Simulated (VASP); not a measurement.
An input for Ansatz (written as the equivalent of a VASP run, and not itself run):

Ansatz 0.2 input:
```yaml
crystal:
  lattice:
    - [0.0000000, 2.1645254, 2.1645254]
    - [2.1645254, 0.0000000, 2.1645254]
    - [2.1645254, 2.1645254, 0.0000000]
  atoms:
    - { symbol: Be, position: [0.2500000, 0.2500000, 0.2500000] }
    - { symbol: Be, position: [0.7500000, 0.7500000, 0.7500000] }
    - { symbol: C, position: [0.0000000, 1.0000000, 1.0000000] }
kpoints:
  mp_grid: { grid: [8, 8, 8] }
hamiltonian:
  xc: pbe
  pseudopotentials: { kind: paw }
scf:
  occupations: { method: gaussian, width: 0.05 }
  max_iter: 100
relax:
  max_steps: 60
  f_tol: 0.02
  cell: {}
output: { forces: true, stress: true, eigenvalues: true }
```

Problem. Translate this input to VASP (INCAR, KPOINTS, POSCAR, choice of POTCAR).

Solution. Several could match; the one computed here: 
### INCAR
```
! general
SYSTEM = Be2C
PREC   = Accurate
ENCUT  = 520
LREAL  = .FALSE.
LASPH  = .TRUE.

! electronic loop
EDIFF  = 1E-6
NELM   = 100
ALGO   = Normal

! smearing
ISMEAR = 0
SIGMA  = 0.05

! functional
GGA    = PE

! ions
IBRION = 2
NSW    = 60
ISIF   = 3
EDIFFG = -0.02

! output
LWAVE  = .FALSE.
LCHARG = .FALSE.
```

### POSCAR
```
Be2C
1.0
  0.0000000000   2.1645254480   2.1645254480
  2.1645254480   0.0000000000   2.1645254480
  2.1645254480   2.1645254480   0.0000000000
Be C
2 1
Direct
  0.2500000000   0.2500000000   0.2500000000
  0.7500000000   0.7500000000   0.7500000000
  0.0000000000   1.0000000000   1.0000000000
```

**KPOINTS**
```
Automatic
0
Gamma
 8 8 8
```

POTCAR, in this order: Be C (PBE.64 set). Program: vasp_std.

Limits of the translation: each code has its own PAW files, so the cut-off isn't converted (ENCUT is set for VASP's; basis.ecutwfc is left out, and Ansatz then takes the one that its files recommend); Ansatz stops its SCF on the density residual and VASP on the energy change (EDIFF).

The compound is Be2C in the antifluorite structure. It was relaxed first. The start is the result of an earlier pass.
